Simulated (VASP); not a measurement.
OSZICAR of a VASP run on GeMo₂ (space group P4/nmm):

File OSZICAR:
```
       N       E                     dE             d eps       ncg     rms          rms(c)
DAV:   1     0.805300552361E+03    0.80530E+03   -0.34684E+04   870   0.257E+03
DAV:   2     0.409750168240E+02   -0.76433E+03   -0.74366E+03   608   0.682E+02
DAV:   3    -0.526479077678E+02   -0.93623E+02   -0.89307E+02   668   0.163E+02
DAV:   4    -0.588789134007E+02   -0.62310E+01   -0.60376E+01   744   0.403E+01
DAV:   5    -0.590608071263E+02   -0.18189E+00   -0.18117E+00   760   0.662E+00    0.270E+01
DAV:   6    -0.575082112353E+02    0.15526E+01   -0.20687E+01   702   0.201E+01    0.123E+01
DAV:   7    -0.575385176192E+02   -0.30306E-01   -0.25357E+01   732   0.182E+01    0.104E+01
DAV:   8    -0.557564153744E+02    0.17821E+01   -0.80463E+00   740   0.999E+00    0.223E+00
DAV:   9    -0.557369394518E+02    0.19476E-01   -0.30606E-01   720   0.249E+00    0.109E+00
DAV:  10    -0.557291442154E+02    0.77952E-02   -0.36693E-02   770   0.932E-01    0.619E-01
DAV:  11    -0.557279915586E+02    0.11527E-02   -0.67469E-03   792   0.481E-01    0.716E-02
DAV:  12    -0.557279779997E+02    0.13559E-04   -0.34626E-04   708   0.113E-01    0.250E-02
DAV:  13    -0.557279791828E+02   -0.11831E-05   -0.32058E-05   768   0.339E-02    0.713E-03
DAV:  14    -0.557279796540E+02   -0.47119E-06   -0.23033E-06   496   0.957E-03
   1 F= -.55727980E+02 E0= -.55637030E+02  d E =-.181900E+00
```

### Question
Which electronic solver shows in the log?

### Answer
It is blocked Davidson (ALGO = Normal, or the opening steps of other solvers). The INCAR had ALGO = Normal.

### Question
Can the final energy be trusted as converged?

### Answer
The calculation finished and met its thresholds. It stopped with EDIFF = 1E-6, NELM = 100 (PBEsol GGA, plane waves, VASP's PBE PAW potentials (set 64)).

The structure was generated: GeMo2 was put into an ordered model structure, which need not be its known phase. The cell was not relaxed at this level. The k-mesh is coarse (spacing up to 0.51 per Å, 2π included), so the numbers may not be converged in it. The run is one of a series of settings (GGA = PS against the base run), some of them coarse on purpose.
